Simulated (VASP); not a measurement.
Calculation: PBE GGA with D3 dispersion (Becke-Johnson damping), VASP's PBE PAW potentials (set 64) (plane waves; VASP).

A VASP calculation is set up with these files.

### INCAR
```
# general
SYSTEM  = ZnO
PREC    = Accurate
ENCUT   = 520
LREAL   = .False.
LASPH   = .True.

# electronic loop
EDIFF   = 1E-7
NELM    = 100
ALGO    = Normal
LMAXMIX = 4

# smearing
ISMEAR  = 0
SIGMA   = 0.05

# functional
GGA     = PE
IVDW    = 12

# ions
IBRION  = 2
NSW     = 30
ISIF    = 4
EDIFFG  = -0.01

# output
LWAVE   = .False.
LCHARG  = .False.
```

**KPOINTS**
```
Automatic mesh
0
Gamma
8 8 4
0 0 0
```

POSCAR:
```
ZnO
1.0
  1.6140992888  -2.7957024144   0.0000000000
  1.6140992888   2.7957024144   0.0000000000
  0.0000000000   0.0000000000   5.2175906912
Zn O
2 2
Direct
  0.6666670000   0.3333330000   0.5015592266
  0.3333330000   0.6666670000   0.0015592266
  0.6666670000   0.3333330000   0.8804407734
  0.3333330000   0.6666670000   0.3804407734
```

POTCAR, in this order: Zn O (PBE.64 set). Program: vasp_std.

The run wrote:

**OUTCAR**
```
 ion  position               nearest neighbor table
   1  0.667  0.333  0.502-   4 1.97   4 1.97   4 1.97   3 1.98
   2  0.333  0.667  0.002-   3 1.97   3 1.97   3 1.97   4 1.98
   3  0.667  0.333  0.880-   2 1.97   2 1.97   2 1.97   1 1.98
   4  0.333  0.667  0.380-   1 1.97   1 1.97   1 1.97   2 1.98
  LATTYP: Found a hexagonal cell.
 ALAT       =     3.2281989567
 C/A-ratio  =     1.6162543763
 Subroutine PRICEL returns:
 Original cell was already a primitive cell.
 Subroutine GETGRP returns: Found 12 space group operations
The static configuration has the point symmetry C_3v.
 The point group associated with its full space group is C_6v.
The dynamic configuration has the point symmetry C_3v.
 Subroutine INISYM returns: Found 12 space group operations
 Subroutine IBZKPT returns following result:
 Found     30 irreducible k-points:

 Following reciprocal coordinates:
            Coordinates               Weight
  0.000000  0.000000  0.000000      1.000000
  0.125000  0.000000  0.000000      6.000000
  0.250000  0.000000  0.000000      6.000000
  0.375000  0.000000  0.000000      6.000000
  0.500000  0.000000  0.000000      3.000000
  0.125000  0.125000  0.000000      6.000000
  0.250000  0.125000  0.000000     12.000000
  0.375000  0.125000  0.000000     12.000000
  0.250000  0.250000  0.000000      6.000000
  0.375000  0.250000  0.000000      6.000000
  0.000000  0.000000  0.250000      2.000000
  0.125000  0.000000  0.250000     12.000000
  0.250000  0.000000  0.250000     12.000000
  0.375000  0.000000  0.250000     12.000000
  0.500000  0.000000  0.250000      6.000000
  0.125000  0.125000  0.250000     12.000000
  0.250000  0.125000  0.250000     24.000000
  0.375000  0.125000  0.250000     24.000000
  0.250000  0.250000  0.250000     12.000000
  0.375000  0.250000  0.250000     12.000000
  0.000000  0.000000  0.500000      1.000000
  0.125000  0.000000  0.500000      6.000000
  0.250000  0.000000  0.500000      6.000000
  0.375000  0.000000  0.500000      6.000000
  0.500000  0.000000  0.500000      3.000000
  0.125000  0.125000  0.500000      6.000000
  0.250000  0.125000  0.500000     12.000000
  0.375000  0.125000  0.500000     12.000000
  0.250000  0.250000  0.500000      6.000000
  0.375000  0.250000  0.500000      6.000000
   k-points           NKPTS =     30   k-points in BZ     NKDIM =     30   number of bands    NBANDS=     22
   number of dos      NEDOS =    301   number of ions     NIONS =      4
   total plane-waves  NPLWV =  23040
   dimension x,y,z NGX =    24 NGY =   24 NGZ =   40
   dimension x,y,z NGXF=    48 NGYF=   48 NGZF=   80
   ions per type =               2   2
   PREC   = accura    normal or accurate (medium, high low for compatibility)
   ISTART =      0    job   : 0-new  1-cont  2-samecut
   ICHARG =      2    charge: 1-file 2-atom 10-const
   ISPIN  =      1    spin polarized calculation?
   LNONCOLLINEAR =      F non collinear calculations
   LSORBIT =      F    spin-orbit coupling
   INIWAV =      1    electr: 0-lowe 1-rand  2-diag
   ENCUT  =  520.0 eV  38.22 Ry    6.18 a.u.   6.00  6.00  9.70*2*pi/ulx,y,z
   NELM   =    100;   NELMIN=  2; NELMDL= -5     # of ELM steps
   EDIFF  = 0.1E-06   stopping-criterion for ELM
   LREAL  =      F    real-space projection
   NLSPLINE    = F    spline interpolate recip. space projectors
   LMAXMIX     =    4 max onsite mixed and CHGCAR
   VOSKOWN=      0    Vosko Wilk Nusair interpolation
   EDIFFG = -.1E-01   stopping-criterion for IOM
   NSW    =     30    number of steps for IOM
   NBLOCK =      1;   KBLOCK =     30    inner block; outer block
   IBRION =      2    ionic relax: 0-MD 1-quasi-New 2-CG
   NFREE  =      1    steps in history (QN), initial steepest desc. (CG)
...
```

OSZICAR:
```
       N       E                     dE             d eps       ncg     rms          rms(c)
DAV:   1     0.290799982500E+03    0.29080E+03   -0.19034E+04  1320   0.240E+03
DAV:   2     0.980539533412E+01   -0.28099E+03   -0.27073E+03  1416   0.447E+02
DAV:   3    -0.204580776802E+02   -0.30263E+02   -0.30035E+02  1524   0.157E+02
DAV:   4    -0.210404173419E+02   -0.58234E+00   -0.58174E+00  1458   0.227E+01
DAV:   5    -0.210448433160E+02   -0.44260E-02   -0.44258E-02  1524   0.193E+00    0.154E+01
DAV:   6    -0.176591799373E+02    0.33857E+01   -0.11719E+01  2270   0.723E+01    0.950E+00
DAV:   7    -0.178344361975E+02   -0.17526E+00   -0.26545E+00  1370   0.195E+01    0.562E+00
DAV:   8    -0.178587491975E+02   -0.24313E-01   -0.77949E-01  1998   0.912E+00    0.179E+00
DAV:   9    -0.177972427556E+02    0.61506E-01   -0.18248E-01  2086   0.791E+00    0.326E-01
DAV:  10    -0.178008945106E+02   -0.36518E-02   -0.54917E-02  1338   0.174E+00    0.159E-01
DAV:  11    -0.178008008782E+02    0.93632E-04   -0.17455E-03  1878   0.694E-01    0.412E-02
DAV:  12    -0.178008611922E+02   -0.60314E-04   -0.23279E-04  1930   0.358E-01    0.336E-02
DAV:  13    -0.178008565802E+02    0.46120E-05   -0.40089E-05  1680   0.147E-01    0.127E-02
DAV:  14    -0.178008575535E+02   -0.97330E-06   -0.17227E-05  1422   0.358E-02    0.541E-03
DAV:  15    -0.178008569607E+02    0.59271E-06   -0.19404E-06  1500   0.121E-02    0.152E-03
DAV:  16    -0.178008568864E+02    0.74386E-07   -0.74903E-08   884   0.627E-03
   1 F= -.18707698E+02 E0= -.18707698E+02  d E =-.187077E+02
       N       E                     dE             d eps       ncg     rms          rms(c)
DAV:   1    -0.178010078611E+02   -0.15090E-03   -0.13122E-02  1320   0.960E-01    0.851E-02
DAV:   2    -0.178009607535E+02    0.47108E-04   -0.57951E-04  1584   0.313E-01    0.502E-02
DAV:   3    -0.178009069094E+02    0.53844E-04   -0.52464E-05  1868   0.131E-01    0.709E-03
DAV:   4    -0.178009079464E+02   -0.10369E-05   -0.17978E-05  1356   0.378E-02    0.309E-03
DAV:   5    -0.178009079017E+02    0.44709E-07   -0.93360E-07  1392   0.105E-02
   2 F= -.18707743E+02 E0= -.18707743E+02  d E =-.458987E-04
```

### OUTCAR
```
------------------------ aborting loop because EDIFF is reached ----------------------------------------
 Edisp (eV)   -0.90684
  FORCE on cell =-STRESS in cart. coord.  units (eV):
  Direction    XX          YY          ZZ          XY          YZ          ZX
  --------------------------------------------------------------------------------------
  Total       1.31916     1.31916     1.34199     0.00000    -0.00000     0.00000
  in kB      44.88362    44.88363    45.66029     0.00000    -0.00000     0.00000
  external pressure =       45.14 kB  Pullay stress =        0.00 kB
  volume of cell :       47.09
      direct lattice vectors                 reciprocal lattice vectors
     1.614597219 -2.796564869  0.000000000     0.309674756 -0.178790775  0.000000000
     1.614597219  2.796564869  0.000000000     0.309674756  0.178790775  0.000000000
     0.000000000  0.000000000  5.214373028     0.000000000  0.000000000  0.191777611
  FREE ENERGIE OF THE ION-ELECTRON SYSTEM (eV)
  ---------------------------------------------------
  free  energy   TOTEN  =       -18.7077434042 eV

  energy  without entropy=      -18.7077434042  energy(sigma->0) =      -18.70774340

 reached required accuracy - stopping structural energy minimisation
```
(Selected blocks of OUTCAR.)

**CONTCAR**
```
ZnO
   1.00000000000000
     1.6145972185912687   -2.7965648686415654    0.0000000000000000
     1.6145972185912687    2.7965648686415654    0.0000000000000000
     0.0000000000000000    0.0000000000000000    5.2143730281161762
  Zn              O
     2     2
Direct
     0.6666669999999968    0.3333330000000032    0.5016677257180124
     0.3333330000000032    0.6666669999999968    0.0016677257180124
     0.6666669999999968    0.3333330000000032    0.8803322742819855
     0.3333330000000032    0.6666669999999968    0.3803322742819855
```

The compound is ZnO in the wurtzite structure. This cell is one point of a volume scan, at 0.97 of the reference volume. Symmetry was kept, so distortions that lower it aren't found.
